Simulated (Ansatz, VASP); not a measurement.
**CaI2: VASP beside Ansatz**

```
Ca I
1.0
     4.41371    0.00000    0.00000
    -2.20685    3.82238    0.00000
     0.00000    0.00000    7.59130
Ca I
1 2
Direct
  0.00000 0.00000 0.00000
  0.33333 0.66667 0.22925
  0.66667 0.33333 0.77075
```

The cell comes from a database or a generator and needn't be the stable form of this composition.

Alike in both runs: task single point; functional LDA; k mesh 7 × 7 × 4; occupations fermi-dirac, width 0.03 eV; no spin polarisation.

|  | VASP | Ansatz |
| --- | --- | --- |
| version | VASP 6.6.1 | Ansatz 0.2.0 |
| potentials or method | VASP PAW LDA potentials, release 64 (Ca_sv, I), cutoff 520 eV | all-electron LAPW, scalar-relativistic |

Ansatz gave:

| Quantity | Value |
| --- | --- |
| gap on the k mesh at the Fermi level (eV) | 3.64 |
| pressure (GPa) | -0.7 |
| rms of the force components (eV/Å) | 0.004 |

Q: Which values does VASP return?

A: gap on the k mesh at the Fermi level (eV): 3.63; pressure (GPa): -0.6; rms of the force components (eV/Å): 0.005.

Atom by atom the forces differ by 0.009 eV/Å (rms over components). Ansatz ran all-electron here, so the differences hold the error of VASP's frozen core and of both bases.

Caveats: spin-orbit coupling is left out, which moves the levels of the heavy elements; an odd mesh through Γ misses points on the zone boundary, where band edges often lie.
